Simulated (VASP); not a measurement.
# Cs3PdO: single point with PBEsol

Crystal: Cs3PdO.

```
CELL_PARAMETERS angstrom
7.85130 0.00000 0.00000
-3.92565 6.79943 0.00000
0.00000 0.00000 7.07921
ATOMIC_POSITIONS crystal
Pd 0.66667 0.33333 0.25000
Pd 0.33333 0.66667 0.75000
O 0.00000 0.00000 0.00000
O 0.00000 0.00000 0.50000
Cs 0.15890 0.31780 0.25000
Cs 0.84110 0.15890 0.75000
Cs 0.68220 0.84110 0.25000
Cs 0.84110 0.68220 0.75000
Cs 0.15890 0.84110 0.25000
Cs 0.31780 0.15890 0.75000
```

The cell was built by a generator and needn't be a form met in nature.

```
Program             : VASP 6.6.1
Task                : single point
Functional          : PBEsol
Potentials or basis : VASP PAW PBE potentials, release 64 (Pd, O, Cs_sv)
Cutoff              : 520 eV
k mesh              : 5 × 5 × 5
Occupations         : gaussian, width 0.1248 eV
Spin                : no spin polarisation
```

- Pressure: -0.9 GPa
- Largest force: 0.055 eV/Å
- Band gap on the k mesh: none (metal or under the smearing width)

Forces in eV/Å, atoms in the order of the input:
```
Pd   0.000  0.000  0.000
Pd   0.000  0.000  0.000
O    0.000  0.000  0.000
O    0.000  0.000  0.000
Cs   0.000  0.055  0.000
Cs  -0.047  0.027  0.000
Cs  -0.047 -0.027  0.000
Cs   0.000 -0.055  0.000
Cs   0.047 -0.027  0.000
Cs   0.047  0.027  0.000
```

Levels at points of the mesh, in eV from the Fermi level:
```csv
k point,band 41,band 42,band 43,band 44,band 45,band 46
"(0.00, 0.00, 0.00)",-0.40,-0.40,-0.40,-0.04,2.38,3.00
```

Wall time 5.2 min on 1 thread of Intel(R) Xeon(R) Platinum 8559C (Emerald Rapids) (shared host), peak memory 0.6 GiB.

Caveat: the PAW data sets were made with another functional, which shifts forces and pressure a little. The run has no spin-orbit coupling, so splittings on Cs are missing.
